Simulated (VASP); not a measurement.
Level of theory: PBE GGA, VASP's PBE PAW potentials (set 64) (plane waves; VASP 6.6.1).

The input files of a VASP run:

### POSCAR
```
Se
1
    2.2384950013    -3.8771870592     0.0000000000
    2.2384950013     3.8771870592    -0.0000000000
    0.0000000000    -0.0000000000     5.0540670018
Se
3
Direct
  0.0000000000   0.2215888583   0.6666670000
  0.7784111417   0.7784111417   0.0000000000
  0.2215888583   0.0000000000   0.3333330000
```

**INCAR**
```
SYSTEM  =  Se
PREC  =  Accurate; ENCUT  =  500; LREAL  =  .FALSE.
LASPH  =  .TRUE.
EDIFF  =  1E-6; NELM  =  100; ALGO  =  Normal
LMAXMIX  =  4
ISMEAR  =  0; SIGMA  =  0.05
GGA  =  PE
IBRION  =  2; NSW  =  40; ISIF  =  3
EDIFFG  =  -0.02
LWAVE  =  .FALSE.; LCHARG  =  .FALSE.
```

File KPOINTS:
```
kpoints
0
Gamma
 6 6 5
```

POTCAR, in this order: Se (PBE.64 set). Program: vasp_std.

Without a dispersion term in the relaxation, distances and binding between the weakly bound layers, chains or molecules are unreliable, and so is what depends on them.

Q: Estimate the energy per atom (σ→0).

A: 
* **energy per atom (σ→0)**: -3.503 eV/atom

OSZICAR:
```
...
DAV:   6    -0.105318180195E+02    0.62877E-01   -0.41042E-02   792   0.148E+00    0.399E+00
DAV:   7    -0.105107759937E+02    0.21042E-01   -0.80187E-02   747   0.205E+00    0.198E-01
DAV:   8    -0.105101653705E+02    0.61062E-03   -0.99950E-03   742   0.710E-01    0.100E-01
DAV:   9    -0.105103011302E+02   -0.13576E-03   -0.31975E-04   922   0.138E-01    0.296E-02
DAV:  10    -0.105103393097E+02   -0.38179E-04   -0.58702E-05   777   0.591E-02    0.830E-03
DAV:  11    -0.105103429162E+02   -0.36066E-05   -0.10351E-05   782   0.219E-02    0.379E-03
DAV:  12    -0.105103426479E+02    0.26827E-06   -0.21239E-06   581   0.108E-02
   1 F= -.10510343E+02 E0= -.10510343E+02  d E =-.105103E+02
```

The compound is Se in the trig structure. It was relaxed first, which changed the volume by +7 %.
